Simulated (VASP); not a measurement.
These are G0W0 on PBE orbitals, VASP's PBE PAW potentials (set 64) (plane waves; VASP) values and carry that method's errors.

A VASP calculation is set up with these files.

### INCAR
```
# general
SYSTEM      = LiF
PREC        = Normal
ENCUT       = 500   # plane-wave cut-off (eV)
LREAL       = .FALSE.
LASPH       = .TRUE.
NBANDS      = 160

# electronic loop
ALGO        = EVGW0

# smearing
ISMEAR      = 0   # Gaussian
SIGMA       = 0.01   # width (eV)

# functional
GGA         = PE   # PBE

# output
LWAVE       = .FALSE.
LCHARG      = .FALSE.

# other
NELMGW      = 1
NOMEGA      = 64
ENCUTGW     = 200
NBANDSGW    = 13
LSPECTRALGW = .TRUE.
```

POSCAR:
```
LiF
1
    0.0000000000     2.0415160000     2.0415160000
    2.0415160000     0.0000000000     2.0415160000
    2.0415160000     2.0415160000     0.0000000000
Li F
1 1
Direct
  0.0000000000   0.0000000000   0.0000000000
  0.5000000000   0.5000000000   0.5000000000
```

KPOINTS:
```
Automatic mesh
0
G
  4 4 4
0 0 0
```

POTCAR, in this order: Li_sv_GW F_GW_new (PBE.64 set). Program: vasp_std. Read from the step before: WAVECAR, WAVEDER.

What VASP printed:

File OSZICAR:
```
energies w=
    0.000    0.000    1.062    0.000    2.122    0.000    3.177    0.000
    4.226    0.000    5.265    0.000    6.294    0.000    7.312    0.000
    8.317    0.000    9.308    0.000   10.287    0.000   11.251    0.000
   12.203    0.000   13.141    0.000   14.068    0.000   14.984    0.000
   15.891    0.000   16.789    0.000   17.680    0.000   18.567    0.000
   19.449    0.000   20.330    0.000   21.210    0.000   22.093    0.000
   22.980    0.000   23.874    0.000   24.776    0.000   25.690    0.000
   26.617    0.000   27.562    0.000   28.527    0.000   29.515    0.000
   30.530    0.000   31.577    0.000   32.660    0.000   33.784    0.000
   34.956    0.000   36.180    0.000   37.466    0.000   38.821    0.000
   40.254    0.000   41.779    0.000   43.407    0.000   45.155    0.000
   47.040    0.000   49.085    0.000   51.316    0.000   53.764    0.000
   56.471    0.000   59.483    0.000   62.863    0.000   66.688    0.000
   71.058    0.000   76.104    0.000   82.002    0.000   88.992    0.000
   97.411    0.000  107.746    0.000  120.733    0.000  137.532    0.000
  160.083    0.000  191.909    0.000  240.122    0.000  321.581    0.000
NQ=   1    0.0000    0.0000    0.0000,
 performed        132000 updates of chi_q(r,r)
NQ=   2    0.2500    0.0000    0.0000,
 performed        414000 updates of chi_q(r,r)
NQ=   3    0.5000    0.0000    0.0000,
 performed        621000 updates of chi_q(r,r)
NQ=   4    0.2500    0.2500    0.0000,
 performed        874000 updates of chi_q(r,r)
NQ=   5    0.5000    0.2500    0.0000,
 performed       1222000 updates of chi_q(r,r)
NQ=   6   -0.2500    0.2500    0.0000,
 performed       1529000 updates of chi_q(r,r)
NQ=   7    0.5000    0.5000    0.0000,
 performed       1719000 updates of chi_q(r,r)
NQ=   8   -0.2500    0.5000    0.2500,
 performed       1976000 updates of chi_q(r,r)
 resolving degeneracies of screened two electron integrals
```

OUTCAR:
```


 k-point   1 :       0.0000    0.0000    0.0000
  band No.  KS-energies  QP-energies   sigma(KS)   V_xc(KS)     V^pw_x(r,r')   Z            occupation Imag(sigma)

      1     -42.2329     -52.0641     -38.9693     -27.5011     -43.2647       0.8573       2.0000       0.1627
      2     -21.0969     -25.4959     -27.9996     -22.5390     -36.7150       0.8056       2.0000       1.1696
      3      -1.2393      -4.1186     -26.3698     -22.8053     -30.6429       0.8078       2.0000       0.1282
      4      -1.2393      -4.1186     -26.3698     -22.8053     -30.6429       0.8078       2.0000       0.1282
      5      -1.2393      -4.1186     -26.3698     -22.8053     -30.6429       0.8078       2.0000       0.1282
      6       7.4637       8.9923      -9.4971     -11.2337      -6.3494       0.8802       0.0000      -0.0707
      7      22.1607      24.3052      -7.1225      -9.6336      -2.8684       0.8540       0.0000      -0.1751
      8      22.1607      24.3052      -7.1225      -9.6336      -2.8684       0.8540       0.0000      -0.1751
      9      22.1607      24.3052      -7.1225      -9.6336      -2.8684       0.8540       0.0000      -0.1751
     10      22.6881      24.1944      -6.4976      -8.2371      -2.5789       0.8660       0.0000      -0.1913
     11      22.6881      24.1944      -6.4976      -8.2371      -2.5789       0.8660       0.0000      -0.1913
     12      22.6881      24.1944      -6.4976      -8.2371      -2.5789       0.8660       0.0000      -0.1913
     13      25.5786      26.4845      -5.4040      -6.4419      -1.0210       0.8728       0.0000      -0.5651

 k-point   2 :       0.2500    0.0000    0.0000
  band No.  KS-energies  QP-energies   sigma(KS)   V_xc(KS)     V^pw_x(r,r')   Z            occupation Imag(sigma)

      1     -42.2117     -52.0531     -39.0309     -27.5517     -43.3132       0.8573       2.0000       0.1455
      2     -20.9056     -25.1314     -28.1415     -22.7297     -36.8758       0.7809       2.0000       1.1344
      3      -2.5550      -5.6547     -24.5898     -20.7366     -28.7574       0.8045       2.0000       0.1393
      4      -1.3535      -4.2526     -26.2620     -22.6688     -30.5393       0.8068       2.0000       0.1291
      5      -1.3535      -4.2526     -26.2620     -22.6688     -30.5393       0.8068       2.0000       0.1291
      6       8.7569      10.4082      -9.5855     -11.4738      -6.4114       0.8745       0.0000      -0.0732
      7      16.3280      18.1193      -8.3805     -10.4603      -4.6634       0.8612       0.0000      -0.1131
      8      18.9096      20.8413      -6.7733      -8.9934      -2.9059       0.8701       0.0000      -0.1128
      9      18.9096      20.8413      -6.7733      -8.9934      -2.9059       0.8701       0.0000      -0.1128
     10      25.1961      26.7749      -6.6465      -8.5138      -2.2563       0.8455       0.0000      -0.3382
     11      25.7755      27.3769      -6.8098      -8.6751      -2.5964       0.8585       0.0000      -0.3128
     12      25.7755      27.3769      -6.8098      -8.6751      -2.5964       0.8585       0.0000      -0.3128
     13      33.1892      35.5884      -8.4005     -11.1010      -3.6528       0.8884       0.0000      -0.8225

 k-point   3 :       0.5000    0.0000    0.0000
  band No.  KS-energies  QP-energies   sigma(KS)   V_xc(KS)     V^pw_x(r,r')   Z            occupation Imag(sigma)

      1     -42.1886     -52.0333     -39.0900     -27.5992     -43.3587       0.8567       2.0000       0.1283
      2     -20.7002     -24.8254     -28.3208     -22.9525     -37.0686       0.7684       2.0000       1.0968
      3      -3.6451      -6.9394     -23.4977     -19.3895     -27.6822       0.8019       2.0000       0.1558
      4      -1.4593      -4.3737     -26.1738     -22.5516     -30.4584       0.8046       2.0000       0.1302
      5      -1.4593      -4.3737     -26.1738     -22.5516     -30.4584       0.8046       2.0000       0.1302
      6       9.3108      10.8607      -7.5178      -9.2721      -4.2022       0.8834       0.0000      -0.0737
      7      14.9965      17.1552     -11.7544     -14.3137      -8.1067       0.8434       0.0000      -0.1177
      8      17.3135      19.1971      -6.5767      -8.7231      -2.8458       0.8776       0.0000      -0.0949
      9      17.3135      19.1971      -6.5767      -8.7231      -2.8458       0.8776       0.0000      -0.0949
     10      28.5162      29.9292      -6.9106      -8.5193      -2.3201       0.8784       0.0000      -0.6347
     11      29.0846      30.8786      -8.2497     -10.3162      -3.3576       0.8681       0.0000      -0.7732
     12      29.0846      30.8786      -8.2497     -10.3162      -3.3576       0.8681       0.0000      -0.7732
     13      31.4857      33.6027      -7.1284      -9.4596      -2.8121       0.9081       0.0000      -0.6613

 k-point   4 :       0.2500    0.2500    0.0000
  band No.  KS-energies  QP-energies   sigma(KS)   V_xc(KS)     V^pw_x(r,r')   Z            occupation Imag(sigma)

      1     -42.2053     -52.0545     -39.0449     -27.5660     -43.3260       0.8580       2.0000       0.1430
      2     -20.8178     -25.0115     -28.2372     -22.8371     -36.9724       0.7766       2.0000       1.1151
      3      -2.6098      -5.6926     -24.3261     -20.4961     -28.4407       0.8049       2.0000       0.1386
      4      -1.7237      -4.6836     -25.7293     -22.0525     -29.9843       0.8050       2.0000       0.1324
      5      -1.7237      -4.6836     -25.7293     -22.0525     -29.9843       0.8050       2.0000       0.1324
      6       9.7774      11.5921     -10.8666     -12.9598      -7.7337       0.8669       0.0000      -0.0768
      7      17.2496      18.5346      -6.0033      -7.4766      -2.3465       0.8722       0.0000      -0.1125
      8      18.0593      19.9274      -7.1674      -9.3081      -3.3762       0.8726       0.0000      -0.1038
      9      18.9190      20.9808      -8.0689     -10.4820      -4.0702       0.8544       0.0000      -0.1336
     10      18.9190      20.9808      -8.0689     -10.4820      -4.0702       0.8544       0.0000      -0.1336
     11      31.0990      33.0037      -6.6228      -8.7311      -2.1790       0.9034       0.0000      -0.6213
     12      31.0990      33.0037      -6.6228      -8.7311      -2.1790       0.9034       0.0000      -0.6213
     13      31.7811      33.8813      -7.2879      -9.5809      -3.0098       0.9159       0.0000      -0.5675

 k-point   5 :       0.5000    0.2500    0.0000
  band No.  KS-energies  QP-energies   sigma(KS)   V_xc(KS)     V^pw_x(r,r')   Z            occupation Imag(sigma)

      1     -42.1820     -52.0729     -39.0961     -27.6097     -43.3668       0.8611       2.0000       0.1291
      2     -20.5834     -24.6991     -28.4805     -23.1178     -37.2228       0.7675       2.0000       1.0703
      3      -3.4882      -6.7349     -23.3910     -19.3568     -27.5283       0.8048       2.0000       0.1522
      4      -2.3404      -5.4078     -24.7869     -20.9839     -28.9748       0.8066       2.0000       0.1375
      5      -1.8372      -4.8200     -25.6208     -21.9166     -29.8795       0.8053       2.0000       0.1335
      6      11.4057      13.2352      -9.5495     -11.6556      -6.2415       0.8687       0.0000      -0.0826
      7      14.2479      16.1677      -9.5702     -11.8054      -6.0437       0.8589       0.0000      -0.1001
      8      17.0077      18.9032      -8.4353     -10.6243      -4.6913       0.8659       0.0000      -0.1041
      9      17.9382      20.0035      -7.8919     -10.2914      -4.0070       0.8607       0.0000      -0.1146
     10      22.2918      23.9563      -7.1449      -9.0971      -2.9844       0.8526       0.0000      -0.2253
     11      30.9378      33.0666      -7.4312      -9.7756      -2.8703       0.9081       0.0000      -0.7652
     12      31.7279      33.7171      -7.5862      -9.7667      -2.9219       0.9123       0.0000      -0.8439
     13      34.6659      37.0498      -8.1721     -10.8491      -3.4300       0.8905       0.0000      -0.9509

 k-point   6 :      -0.2500    0.2500    0.0000
  band No.  KS-energies  QP-energies   sigma(KS)   V_xc(KS)     V^pw_x(r,r')   Z            occupation Imag(sigma)

      1     -42.1880     -52.0492     -39.0816     -27.5944     -43.3533       0.8585       2.0000       0.1316
      2     -20.6767     -24.7974     -28.3655     -22.9920     -37.1077       0.7668       2.0000       1.0892
      3      -3.0194      -6.2048     -24.0699     -20.1128     -28.2318       0.8050       2.0000       0.1456
      4      -2.4923      -5.5768     -24.5351     -20.7018     -28.7118       0.8047       2.0000       0.1393
      5      -1.4740      -4.3883     -26.1305     -22.5071     -30.4081       0.8043       2.0000       0.1301
      6      10.5224      12.3067      -9.4881     -11.5372      -6.2126       0.8708       0.0000      -0.0794
      7      14.2295      16.0925      -9.0230     -11.1791      -5.5120       0.8641       0.0000      -0.0966
      8      17.7078      19.7133      -9.0791     -11.4173      -5.2290       0.8577       0.0000      -0.1182
      9      17.8497      19.8181      -6.9349      -9.1921      -3.1293       0.8721       0.0000      -0.1025
     10      27.1593      28.6731      -6.5646      -8.3122      -2.3450       0.8661       0.0000      -0.3770
     11      27.1766      28.8674      -7.5725      -9.5116      -3.0350       0.8719       0.0000      -0.5757
     12      27.2106      28.9179      -6.4896      -8.4846      -2.0500       0.8558       0.0000      -0.4280
     13      34.8807      37.6855      -9.4762     -12.5544      -4.3524       0.9112       0.0000      -1.1689

 k-point   7 :       0.5000    0.5000    0.0000
  band No.  KS-energies  QP-energies   sigma(KS)   V_xc(KS)     V^pw_x(r,r')   Z            occupation Imag(sigma)

      1     -42.1776     -52.0712     -39.1056     -27.6244     -43.3787       0.8617       2.0000       0.1299
      2     -20.4653     -24.5615     -28.6492     -23.2960     -37.3897       0.7652       2.0000       1.0452
      3      -4.0809      -7.3843     -22.5222     -18.4138     -26.6175       0.8041       2.0000       0.1615
...
```
(Selected blocks of OUTCAR.)

The mesh is coarse and the basis finite, so the quasiparticle values are not converged.

The compound is LiF in the rock salt structure. This cell is one point of a volume scan, at 1.04 of the reference volume. The k-mesh is coarse (spacing up to 0.67 per Å, 2π included), so the numbers may not be converged in it.
